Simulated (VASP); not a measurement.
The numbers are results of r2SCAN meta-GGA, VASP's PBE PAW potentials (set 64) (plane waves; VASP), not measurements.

VASP input:

**KPOINTS**
```
Automatic mesh
0
Gamma
6 10 1
0 0 0
```

INCAR:
```
ALGO=Normal
DIPOL=0.5 0.5 0.5
EDIFF=1E-6
ENCUT=400
IDIPOL=3
ISMEAR=1
LASPH=.TRUE.
LCHARG=.FALSE.
LDIPOL=.TRUE.
LMAXMIX=4
LMIXTAU=.TRUE.
LORBIT=11
LREAL=.FALSE.
LVHAR=.TRUE.
LWAVE=.FALSE.
METAGGA=R2SCAN
NELM=100
NELMIN=4
PREC=Normal
SIGMA=0.1
SYSTEM=Tc(100) slab
```

### POSCAR
```
Tc(100) slab
1
    4.3881877953     0.0000000000     0.0000000000
    0.0000000000     2.7347294055     0.0000000000
    0.0000000000     0.0000000000    24.4445275049
Tc
8
Direct
  0.2500000000   0.5000000000   0.3719231149
  0.7500000000   0.0000000000   0.3431572704
  0.2500000000   0.0000000000   0.4663742700
  0.7500000000   0.5000000000   0.4349299979
  0.2500000000   0.5000000000   0.5650700021
  0.7500000000   0.0000000000   0.5336257300
  0.2500000000   0.0000000000   0.6568427296
  0.7500000000   0.5000000000   0.6280768851
```

POTCAR, in this order: Tc_pv (PBE.64 set). Program: vasp_std. Read from the step before: WAVECAR.

What VASP printed:

OSZICAR:
```
       N       E                     dE             d eps       ncg     rms          rms(c)
DAV:   1    -0.203635117015E+03   -0.20364E+03   -0.22821E-05  2984   0.412E-02    0.338E-03
DAV:   2    -0.203635119975E+03   -0.29606E-05   -0.97028E-06  3328   0.248E-02    0.875E-03
DAV:   3    -0.203635124316E+03   -0.43411E-05   -0.49946E-06  2712   0.186E-02    0.114E-03
DAV:   4    -0.203635128164E+03   -0.38479E-05   -0.97822E-07  1858   0.835E-03    0.552E-04
DAV:   5    -0.203635121642E+03    0.65225E-05   -0.19979E-06  2316   0.115E-02    0.263E-04
DAV:   6    -0.203635123377E+03   -0.17356E-05   -0.97873E-07  1972   0.765E-03    0.161E-04
DAV:   7    -0.203635130605E+03   -0.72279E-05   -0.77171E-07  1864   0.675E-03    0.146E-04
DAV:   8    -0.203635123911E+03    0.66942E-05   -0.73646E-07  1880   0.595E-03    0.749E-05
DAV:   9    -0.203635125778E+03   -0.18665E-05   -0.26629E-07  1620   0.426E-03    0.940E-05
DAV:  10    -0.203635129866E+03   -0.40883E-05   -0.49006E-07  1876   0.444E-03    0.786E-05
DAV:  11    -0.203635126599E+03    0.32669E-05   -0.32037E-07  1694   0.436E-03    0.753E-05
DAV:  12    -0.203635126347E+03    0.25182E-06   -0.47552E-07  1864   0.454E-03
   1 F= -.20363513E+03 E0= -.20363354E+03  d E =-.475032E-02
```

### OUTCAR
```
------------------------ aborting loop because EDIFF is reached ----------------------------------------
  FORCE on cell =-STRESS in cart. coord.  units (eV):
  Direction    XX          YY          ZZ          XY          YZ          ZX
  --------------------------------------------------------------------------------------
  Total       -8.5811922     -3.1612697     -0.8714791      0.0000000      0.0000000     -0.0000000
  in kB      -46.8680624    -17.2659677     -4.7597743      0.0000000      0.0000000     -0.0000000
  external PRESSURE =     -22.9646015 kB  Pullay stress =       0.0000000 kB
  volume of cell :      293.35
      direct lattice vectors                 reciprocal lattice vectors
     4.388187795  0.000000000  0.000000000     0.227884504  0.000000000  0.000000000
     0.000000000  2.734729405  0.000000000     0.000000000  0.365666891  0.000000000
     0.000000000  0.000000000 24.444527505     0.000000000  0.000000000  0.040908952
 POSITION                                       TOTAL-FORCE (eV/Angst)
 -----------------------------------------------------------------------------------
      1.09705      1.36736      9.09148         0.000000      0.000000      0.013140
      3.29114      0.00000      8.38832         0.000000     -0.000000     -0.002597
      1.09705      0.00000     11.40030        -0.000000     -0.000000     -0.014106
      3.29114      1.36736     10.63166         0.000000     -0.000000     -0.004119
      1.09705      1.36736     13.81287        -0.000000      0.000000      0.004119
      3.29114      0.00000     13.04423         0.000000     -0.000000      0.014106
      1.09705      0.00000     16.05621         0.000000     -0.000000      0.002597
      3.29114      1.36736     15.35304         0.000000     -0.000000     -0.013140
 -----------------------------------------------------------------------------------
    total drift:                                0.000000      0.000000      0.000000
  FREE ENERGIE OF THE ION-ELECTRON SYSTEM (eV)
  ---------------------------------------------------
  free  energy   TOTEN  =      -203.6351263472 eV

  energy  without entropy=     -203.6303760312  energy(sigma->0) =     -203.63354291

 total charge

# of ion       s       p       d       tot
------------------------------------------
    1        0.483   6.442   5.086  12.011
    2        0.464   6.323   5.150  11.938
    3        0.474   6.515   5.105  12.094
    4        0.487   6.534   5.107  12.128
    5        0.487   6.534   5.107  12.128
    6        0.474   6.515   5.105  12.094
    7        0.464   6.323   5.150  11.938
    8        0.483   6.442   5.086  12.011
--------------------------------------------------
tot          3.815  51.630  40.897  96.342
```
(Selected blocks of OUTCAR.)

OUTCAR:
```
 val. band max:        2.3397603610   @ k =   0.1667   0.1000   0.0000

 cond. band min:       2.3507888626   @ k =   0.5000   0.1000   0.0000


 Fermi energy:         2.3418424450

 k-point     1 :       0.0000    0.0000    0.0000
  band No.  band energies     occupation
      1     -38.5704      2.00000
      2     -38.4583      2.00000
      3     -38.3592      2.00000
      4     -38.2037      2.00000
      5     -38.1536      2.00000
      6     -38.0308      2.00000
      7     -38.0155      2.00000
      8     -37.9477      2.00000
      9     -37.6692      2.00000
     10     -37.5853      2.00000
     11     -37.5467      2.00000
     12     -37.5271      2.00000
     13     -37.3784      2.00000
     14     -37.3709      2.00000
     15     -37.3680      2.00000
     16     -37.3598      2.00000
     17     -37.2842      2.00000
     18     -37.2568      2.00000
     19     -37.2479      2.00000
     20     -37.2206      2.00000
     21     -37.1159      2.00000
     22     -37.1018      2.00000
     23     -37.0579      2.00000
     24     -37.0510      2.00000
     25      -5.0527      2.00000
     26      -3.9180      2.00000
     27      -3.3125      2.00000
     28      -3.1633      2.00000
     29      -2.9962      2.00000
     30      -2.9311      2.00000
     31      -2.5224      2.00000
     32      -2.5145      2.00000
     33      -2.3328      2.00000
     34      -1.5355      2.00000
     35      -0.1904      2.00000
     36       0.0062      2.00000
     37       0.3038      2.00000
     38       0.4149      2.00000
     39       0.4757      2.00000
     40       0.6488      2.00000
     41       0.7667      2.00000
     42       0.8516      2.00000
     43       1.0086      2.00000
     44       1.1218      2.00000
     45       1.2454      2.00000
     46       1.2869      2.00000
     47       1.3121      2.00000
     48       1.4177      2.00000
     49       1.4970      2.00000
     50       1.5823      2.00000
     51       1.6277      2.00000
...
```

The cell is a thin slab with vacuum, built from Tc (hcp): (100) face.
